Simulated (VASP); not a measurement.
Input for VASP

**KPOINTS**
```
K-points
0
Gamma
  17 17 17
0 0 0
```

**POSCAR**
```
Nb
1
   -1.6891903867     1.6891903867     1.6891903867
    1.6891903867    -1.6891903867     1.6891903867
    1.6891903867     1.6891903867    -1.6891903867
Nb
1
Direct
  0.0000000000   0.0000000000   0.0000000000
```

### INCAR
```
SYSTEM = Nb
PREC = Accurate
ENCUT = 520
EDIFF = 1E-7
NELM = 100
ALGO = Normal
LREAL = .FALSE.
LASPH = .TRUE.
ISMEAR = -5
GGA = ML
ZAB_VDW = -1.8867
LUSE_VDW = .TRUE.
AGGAC = 0.0
LMAXMIX = 4
LWAVE = .FALSE.
LCHARG = .TRUE.
LORBIT = 11
NEDOS = 601
ISIF = 2
```

POTCAR, in this order: Nb_sv (PBE.64 set). Program: vasp_std.

Q: Write an equivalent input for Quantum ESPRESSO's pw.x.

A: One equivalent input (not run):
```
&CONTROL
  calculation = 'scf'
  pseudo_dir = './pseudo'
  outdir = './out'
  tprnfor = .true.
  tstress = .true.
/
&SYSTEM
  ibrav = 0
  nat = 1
  ntyp = 1
  ecutwfc = 82
  occupations = 'tetrahedra'
  input_dft = 'vdw-df2'
/
&ELECTRONS
  conv_thr = 7.3e-09
  electron_maxstep = 100
/
ATOMIC_SPECIES
  Nb 92.906 Nb.upf
CELL_PARAMETERS angstrom
    -1.6891904    1.6891904    1.6891904
     1.6891904   -1.6891904    1.6891904
     1.6891904    1.6891904   -1.6891904
ATOMIC_POSITIONS crystal
  Nb   0.0000000  0.0000000  0.0000000
K_POINTS automatic
  17 17 17 0 0 0
```
Limits of the translation: the potentials are each code's own (VASP's PAW set, PseudoDojo norm-conserving files in pw.x), so ENCUT and ecutwfc are chosen apart and not converted; conv_thr bounds pw.x's estimated SCF error, while EDIFF bounds the energy change between steps.

The compound is Nb in the bcc structure. It was relaxed first, which changed the volume by +7 %.
